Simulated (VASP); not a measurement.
Input:

```
MoTe2
1.0
    1.64095    -2.84220     0.00000
    1.64095     2.84220     0.00000
    0.00000     0.00000    12.59051
Te Mo
4 2
Direct
  0.33333   0.66667   0.89551
  0.66667   0.33333   0.39551
  0.66667   0.33333   0.10449
  0.33333   0.66667   0.60449
  0.33333   0.66667   0.25000
  0.66667   0.33333   0.75000
```

Computed with PBEsol GGA, VASP's PBE PAW potentials (set 64) (plane waves; VASP). Numerical set-up: 500 eV cut-off, 11×11×3 Γ-centred mesh, first-order Methfessel-Paxton smearing of 0.10 eV, potentials Te Mo_sv.

Energy and stress use the plane-wave basis of the starting cell. Without a dispersion term in the relaxation, distances and binding between the weakly bound layers, chains or molecules are unreliable, and so is what depends on them.

Q: The ions, cell shape and volume at an external pressure of 30.0 GPa are relaxed. What does this cell relax into?

A: 
```
MoTe2
1.0
    1.60652    -2.78257     0.00000
    1.60652     2.78257     0.00000
    0.00000     0.00000    12.42409
Te Mo
4 2
Direct
  0.33333   0.66667   0.89790
  0.66667   0.33333   0.39790
  0.66667   0.33333   0.10210
  0.33333   0.66667   0.60210
  0.33333   0.66667   0.25000
  0.66667   0.33333   0.75000
```
Space group P6_3/mmc (194), at a tolerance of 0.03 Å.

Q: How do energy and volume change from the first to the last step?

A: The energy (σ→0) changes by +164.8 meV/atom and the volume by -5.4 %, in 10 ionic steps.

The compound is MoTe2 in the 2H layered structure. This run relaxes it under an external pressure of 30 GPa. Symmetry was kept, so distortions that lower it aren't found.
